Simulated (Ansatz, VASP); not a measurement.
## Hf (Hafnium): VASP beside Ansatz

One calculation is typed for both programs; each brings its own data sets. How far apart do they land? The cell is taken from a series of runs on this material, whose earlier steps may have relaxed, scaled, displaced or heated it; both programs get it as it stands.

Program: Ansatz 0.2.0. Level of theory: plane waves, with VASP 6.6.1 beside it; zone-centre phonons at LDA. Results are calculated unless marked as measured.

**1. The starting structure**

Symmetry: P6_3/mmc, No. 194, hexagonal system. The conventional cell has a = 3.027 Å, b = 3.027 Å, c = 4.829 Å, α = 90.00°, β = 90.00°, γ = 120.00°. Hf has 12 Hf at 2.98 to 3.03 Å nearest.

**2. VASP: zone-centre phonons, LDA**

Second derivatives magnify differences that forces hide, and they need a tight electronic threshold.

Lines of VASP's logs that name or quote its potential files are left out, and so is its time.

Input file INCAR:

```
SYSTEM = Hf
PREC = Accurate
ENCUT = 500
EDIFF = 1E-08
NELM = 120
ISMEAR = 1
SIGMA = 0.2
LREAL = .FALSE.
ALGO = Normal
GGA = PW92
NBANDS = 16
LASPH = .TRUE.
LORBIT = 11
LWAVE = .FALSE.
LCHARG = .FALSE.
ISIF = 2
IBRION = 8
GGA_COMPAT = .FALSE.
KPAR = 2
```

Input file POSCAR:

```
Hf
1.0
    3.0272744340      0.0000000000      0.0000000000
   -1.5136372170      2.6216965641      0.0000000000
    0.0000000000      0.0000000000      4.8288181854
Hf
2
Direct
    0.3333333334      0.6666666668      0.2500000000
    0.6666666668      0.3333333334      0.7500000000
```

Input file KPOINTS:

```
Automatic mesh
0
Gamma
15 15 8
0 0 0
```

Potentials, in the order of the species: Hf_pv (LDA family, release 64).

The run is started by

```sh
mpirun -np 2 vasp_std
```

Numbers of over 12 decimals in the logs are rounded to 6 here.

The log of the run:

```text
[banner, memory and clock lines left out]
running    2 mpi-ranks, on    1 nodes
 distrk:  each k-point on    1 cores,    2 groups
 distr:  one band on    1 cores,    1 groups

 POSCAR found type information on POSCAR Hf
 POSCAR found :  1 types and       2 ions
|                                                                             |
|               ----> ADVICE to this user running VASP <----                  |
|                                                                             |
|     You enforced a specific xc type in the INCAR file but a different       |
|     [... a line on the potential file left out ...]
|     I HOPE YOU KNOW WHAT YOU ARE DOING!                                     |
|                                                                             |

 LDA part: xc-table for (Slater(with rela. corr.)+PW92), standard interpolation
 POSCAR, INCAR and KPOINTS ok, starting setup
 FFT: planning ... GRIDC
 FFT: planning ... GRID_SOFT
 FFT: planning ... GRID
 WAVECAR not read
 entering main loop
       N       E                     dE             d eps       ncg     rms          rms(c)
DAV:   1     0.472089920069E+02    0.47209E+02   -0.11457E+04  4328   0.118E+03
DAV:   2    -0.203813061690E+02   -0.67590E+02   -0.65927E+02  5816   0.252E+02
DAV:   3    -0.218601428850E+02   -0.14788E+01   -0.14683E+01  5560   0.260E+01
DAV:   4    -0.218694441329E+02   -0.93012E-02   -0.93004E-02  5432   0.248E+00
DAV:   5    -0.218695384580E+02   -0.94325E-04   -0.94321E-04  5520   0.207E-01    0.722E+01
DAV:   6    -0.214261387033E+02    0.44340E+00   -0.34814E-01  5176   0.407E+00    0.426E+01
DAV:   7    -0.212614187298E+02    0.16472E+00   -0.56526E-01  5296   0.501E+00    0.189E+00
DAV:   8    -0.212548018770E+02    0.66169E-02   -0.33679E-02  4992   0.132E+00    0.311E-01
DAV:   9    -0.212548694968E+02   -0.67620E-04   -0.74682E-04  5760   0.199E-01    0.163E-01
DAV:  10    -0.212548699348E+02   -0.43800E-06   -0.42504E-05  5064   0.480E-02    0.224E-01
DAV:  11    -0.212548657054E+02    0.42294E-05   -0.60285E-06  5344   0.173E-02    0.123E-02
DAV:  12    -0.212548656884E+02    0.17001E-07   -0.44741E-07  5368   0.469E-03    0.588E-03
DAV:  13    -0.212548656797E+02    0.86932E-08   -0.16306E-08  3832   0.978E-04
   1 F= -.21254866E+02 E0= -.21255145E+02  d E =0.838475E-03
 Linear response reoptimize wavefunctions to high precision
DAV:   1    -0.212548656798E+02   -0.51386E-10   -0.15610E-09  3632   0.343E-04
DAV:   2    -0.212548656798E+02   -0.39563E-10   -0.21040E-10  2768   0.112E-04
 Linear response DOF=           2
 Linear response progress:
  Degree of freedom:   1/  2
       N       E                     dE             d eps       ncg     rms          rms(c)
RMM:   1    -0.194166239320E+00   -0.19417E+00    0.47130E+00 18749   0.117E+01
RMM:   2    -0.197479102878E+00   -0.33129E-02   -0.37640E-02 27601   0.119E+00    0.610E-01
RMM:   3    -0.196786101865E+00    0.69300E-03   -0.38887E-03 35039   0.245E-01    0.133E-01
RMM:   4    -0.196454365390E+00    0.33174E-03   -0.41227E-04 41025   0.834E-02    0.196E-01
RMM:   5    -0.196063651574E+00    0.39071E-03   -0.39537E-05 37474   0.365E-02    0.263E-02
RMM:   6    -0.196010300839E+00    0.53351E-04   -0.22030E-05 42539   0.119E-02    0.293E-02
RMM:   7    -0.196022098514E+00   -0.11798E-04   -0.20746E-05 37716   0.741E-03    0.515E-02
RMM:   8    -0.196009419946E+00    0.12679E-04    0.40961E-06 38725   0.377E-03    0.906E-03
RMM:   9    -0.196008499778E+00    0.92017E-06   -0.82459E-06 41908   0.105E-03    0.285E-03
RMM:  10    -0.196009087313E+00   -0.58754E-06   -0.35404E-06 39066   0.277E-04    0.764E-04
RMM:  11    -0.196008851204E+00    0.23611E-06   -0.20457E-06 40791   0.192E-04    0.778E-04
RMM:  12    -0.196008834663E+00    0.16540E-07   -0.89635E-07 38759   0.755E-05    0.641E-05
RMM:  13    -0.196008886050E+00   -0.51386E-07   -0.55549E-07 39474   0.409E-05    0.111E-04
RMM:  14    -0.196008897506E+00   -0.11456E-07   -0.25643E-07 37297   0.269E-05    0.187E-05
RMM:  15    -0.196008906746E+00   -0.92405E-08   -0.15599E-07 34160   0.214E-05    0.133E-05
RMM:  16    -0.196008910576E+00   -0.38294E-08   -0.81000E-08 26071   0.183E-05    0.886E-06
 first order change of Fermi-energy  -0.62924E-05
 force on displaced ion       1 direction 1 :  -1.241  -0.000   0.000
 Linear response progress:
  Degree of freedom:   2/  2
       N       E                     dE             d eps       ncg     rms          rms(c)
RMM:   1    -0.240370672494E+00   -0.24037E+00    0.51037E+00  6479   0.123E+01
RMM:   2    -0.249447536922E+00   -0.90769E-02   -0.43755E-02  9546   0.124E+00    0.796E-01
RMM:   3    -0.248645214450E+00    0.80232E-03   -0.23526E-03 10907   0.280E-01    0.238E-01
RMM:   4    -0.248597359535E+00    0.47855E-04   -0.55519E-04 13101   0.927E-02    0.211E-01
RMM:   5    -0.248299774109E+00    0.29759E-03    0.33342E-04 12769   0.417E-02    0.491E-02
RMM:   6    -0.248273457673E+00    0.26316E-04   -0.67476E-06 10981   0.174E-02    0.389E-02
RMM:   7    -0.248294192260E+00   -0.20735E-04    0.23281E-05 12152   0.679E-03    0.432E-03
RMM:   8    -0.248290594622E+00    0.35976E-05   -0.23460E-05 13447   0.314E-03    0.410E-03
RMM:   9    -0.248287823430E+00    0.27712E-05   -0.78516E-06 12547   0.881E-04    0.119E-03
RMM:  10    -0.248287433797E+00    0.38963E-06   -0.65477E-06 14005   0.349E-04    0.367E-04
RMM:  11    -0.248287103652E+00    0.33015E-06   -0.29103E-06 13224   0.131E-04    0.295E-04
RMM:  12    -0.248286971446E+00    0.13221E-06   -0.83552E-07 12601   0.754E-05    0.642E-05
RMM:  13    -0.248287043162E+00   -0.71716E-07   -0.11121E-06 14266   0.373E-05    0.257E-05
RMM:  14    -0.248286934332E+00    0.10883E-06   -0.81218E-08 13481   0.222E-05    0.826E-06
RMM:  15    -0.248286963915E+00   -0.29583E-07   -0.43821E-07 13498   0.158E-05    0.306E-06
RMM:  16    -0.248286942149E+00    0.21767E-07   -0.23441E-07  9181   0.122E-05    0.339E-06
RMM:  17    -0.248286963917E+00   -0.21768E-07   -0.50494E-07  8000   0.110E-05    0.122E-06
RMM:  18    -0.248286932069E+00    0.31848E-07   -0.20504E-07  7413   0.103E-05    0.165E-07
RMM:  19    -0.248286936643E+00   -0.45743E-08   -0.25920E-07  6847   0.992E-06    0.655E-07
RMM:  20    -0.248286936142E+00    0.50152E-09   -0.26258E-07  6444   0.969E-06    0.388E-07
RMM:  21    -0.248286935817E+00    0.32516E-09   -0.27268E-07  6188   0.958E-06    0.130E-07
RMM:  22    -0.248286936516E+00   -0.69975E-09   -0.27589E-07  5847   0.950E-06    0.147E-07
RMM:  23    -0.248286936319E+00    0.19725E-09   -0.27931E-07  5630   0.946E-06    0.973E-08
 first order change of Fermi-energy  -0.14143E-03
 force on displaced ion       1 direction 3 :   0.000   0.000  -6.989
 Linear response finished
```

Parts of OUTCAR (step 2):

```text
ion  position               nearest neighbor table
   1  0.333  0.667  0.250-   2 2.98   2 2.98   2 2.98   2 2.98   2 2.98   2 2.98
   2  0.667  0.333  0.750-   1 2.98   1 2.98   1 2.98   1 2.98   1 2.98   1 2.98

  LATTYP: Found a hexagonal cell.
 ALAT       =     3.0272744340
 C/A-ratio  =     1.5951042070

 Subroutine GETGRP returns: Found 24 space group operations
 (whereof 12 operations were pure point group operations)

The static configuration has the point symmetry D_3d.
 The point group associated with its full space group is D_6h.

 Found    135 irreducible k-points:

   k-points           NKPTS =    135   k-points in BZ     NKDIM =    135   number of bands    NBANDS=     16

   dimension x,y,z NGX =    24 NGY =   24 NGZ =   36
   dimension x,y,z NGXF=    48 NGYF=   48 NGZF=   72

   ENCUT  =  500.0 eV  36.75 Ry    6.06 a.u.   5.52  5.52  8.80*2*pi/ulx,y,z

   NELECT =      20.0000    total number of electrons

 k-points in reciprocal lattice and weights: Automatic mesh
   0.00000000  0.00000000  0.00000000       0.001
   0.06666667  0.00000000  0.00000000       0.003
   0.13333333  0.00000000  0.00000000       0.003
   0.20000000  0.00000000  0.00000000       0.003
   0.26666667  0.00000000  0.00000000       0.003
   0.33333333  0.00000000  0.00000000       0.003
   0.40000000 -0.00000000  0.00000000       0.003
   0.46666667 -0.00000000  0.00000000       0.003
   0.06666667  0.06666667  0.00000000       0.003
[...]
0.33333333  0.26666667  0.50000000       0.007
   0.33333333  0.33333333  0.50000000       0.001

 average (electrostatic) potential at core
       1 -36.0515       2 -36.0515

  Total        2.7601846      2.7601846      2.7589310      0.0000000      0.0000000      0.0000000
  in kB      115.3914515    115.3914515    115.3390454      0.0000000      0.0000000      0.0000000
  external PRESSURE =     115.3739828 kB  Pullay stress =       0.0000000 kB

  energy-cutoff  :      500.00
  volume of cell :       38.32
      direct lattice vectors                 reciprocal lattice vectors
     3.027274434  0.000000000  0.000000000     0.330330144  0.190716198  0.000000000
    -1.513637217  2.621696564  0.000000000     0.000000000  0.381432395  0.000000000
     0.000000000  0.000000000  4.828818185     0.000000000  0.000000000  0.207090009

 POSITION                                       TOTAL-FORCE (eV/Angst)
 -----------------------------------------------------------------------------------
      0.00000      1.74780      1.20720         0.000000      0.000000      0.000000
      1.51364      0.87390      3.62161        -0.000000      0.000000      0.000000
 -----------------------------------------------------------------------------------
    total drift:                               -0.000000     -0.000000      0.000000

 Eigenvectors and eigenvalues of the dynamical matrix
 ----------------------------------------------------

   1 f  =    4.374734 THz    27.487263 2PiTHz  145.925411 cm-1    18.092437 meV
             X         Y         Z           dx          dy          dz
      0.000000  1.747798  1.207205     0.000000    0.000000    0.707107
      1.513637  0.873899  3.621614     0.000000   -0.000000   -0.707107

   2 f  =    1.843387 THz    11.582340 2PiTHz   61.488760 cm-1     7.623631 meV
             X         Y         Z           dx          dy          dz
      0.000000  1.747798  1.207205     0.000000   -0.707107   -0.000000
      1.513637  0.873899  3.621614     0.000000    0.707107   -0.000000

   3 f  =    1.843387 THz    11.582340 2PiTHz   61.488760 cm-1     7.623631 meV
             X         Y         Z           dx          dy          dz
      0.000000  1.747798  1.207205     0.707107    0.000000    0.000000
      1.513637  0.873899  3.621614    -0.707107    0.000000    0.000000

   4 f  =    0.000000 THz     0.000000 2PiTHz    0.000001 cm-1     0.000000 meV
             X         Y         Z           dx          dy          dz
      0.000000  1.747798  1.207205     0.000000   -0.653281    0.270598
      1.513637  0.873899  3.621614     0.000000   -0.653281    0.270598

   5 f  =    0.000000 THz     0.000000 2PiTHz    0.000000 cm-1     0.000000 meV
             X         Y         Z           dx          dy          dz
      0.000000  1.747798  1.207205     0.707107    0.000000    0.000000
      1.513637  0.873899  3.621614     0.707107    0.000000    0.000000

   6 f/i=    0.000000 THz     0.000000 2PiTHz    0.000002 cm-1     0.000000 meV
             X         Y         Z           dx          dy          dz
      0.000000  1.747798  1.207205     0.000000    0.270598    0.653281
      1.513637  0.873899  3.621614     0.000000    0.270598    0.653281

 ELASTIC MODULI CONTR FROM IONIC RELAXATION (kBar)
 Direction    XX          YY          ZZ          XY          YZ          ZX
 --------------------------------------------------------------------------------
 XX        -240.0676    240.0676     -0.0000     -0.0000     -0.0000      0.0000
 YY         240.0676   -240.0676      0.0000      0.0000      0.0000     -0.0000
 ZZ          -0.0000      0.0000     -0.0000     -0.0000     -0.0000      0.0000
 XY          -0.0000      0.0000     -0.0000   -240.0676     -0.0000      0.0000
 YZ          -0.0000      0.0000     -0.0000     -0.0000     -0.0000      0.0000
 ZX           0.0000     -0.0000      0.0000      0.0000      0.0000     -0.0000
 --------------------------------------------------------------------------------
```

(Continued in part 2 of 2.)

[Lines on the potential files, build, host, timing and source positions are cut from VASP's logs without a mark.]

[Logs are printed without paths, hosts, clocks, repeated set-up lines and the standing remarks that a program may print on its own settings, such as how far it seeks lower states.]

[Hosts, paths, dates, database ids (printed as entryN), source tags and the programs' standing remarks are cut or masked in the printed files.]
